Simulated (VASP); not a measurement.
VASP ran on this input.

### INCAR
```
SYSTEM = BN
PREC = Accurate
ENCUT = 520
EDIFF = 1E-6
NELM = 100
ALGO = Normal
LREAL = .FALSE.
LASPH = .TRUE.
ISMEAR = 0
SIGMA = 0.05
GGA = RE
LWAVE = .FALSE.
LCHARG = .FALSE.
IBRION = 2
ISIF = 3
NSW = 60
EDIFFG = -0.01
```

**POSCAR**
```
BN
1
    0.0000000000     1.8075000000     1.8075000000
    1.8075000000     0.0000000000     1.8075000000
    1.8075000000     1.8075000000     0.0000000000
B N
1 1
Direct
  0.0000000000   0.0000000000   0.0000000000
  0.2500000000   0.2500000000   0.2500000000
```

**KPOINTS**
```
K-points
0
Gamma
11 11 11
```

POTCAR, in this order: B N (PBE.64 set). Program: vasp_std.

Write an equivalent input for Ansatz.

One equivalent input (not run):
Ansatz 0.2 input:
```yaml
crystal:
  lattice:
    - [0.0000000, 1.8075000, 1.8075000]
    - [1.8075000, 0.0000000, 1.8075000]
    - [1.8075000, 1.8075000, 0.0000000]
  atoms:
    - { symbol: B, position: [0.0000000, 0.0000000, 0.0000000] }
    - { symbol: N, position: [0.2500000, 0.2500000, 0.2500000] }
kpoints:
  mp_grid: { grid: [11, 11, 11] }
hamiltonian:
  xc: revpbe
  pseudopotentials: { kind: paw }
scf:
  occupations: { method: gaussian, width: 0.05 }
  max_iter: 100
relax:
  max_steps: 60
  f_tol: 0.01
  cell: {}
output: { forces: true, stress: true, eigenvalues: true }
```
What does not carry over: each code has its own PAW files, so the cut-off isn't converted (ENCUT is set for VASP's; basis.ecutwfc is left out, and Ansatz then takes the one that its files recommend); Ansatz stops its SCF on the density residual and VASP on the energy change (EDIFF).

The compound is BN in the zinc blende structure. This run relaxes it. Symmetry was kept, so distortions that lower it aren't found.
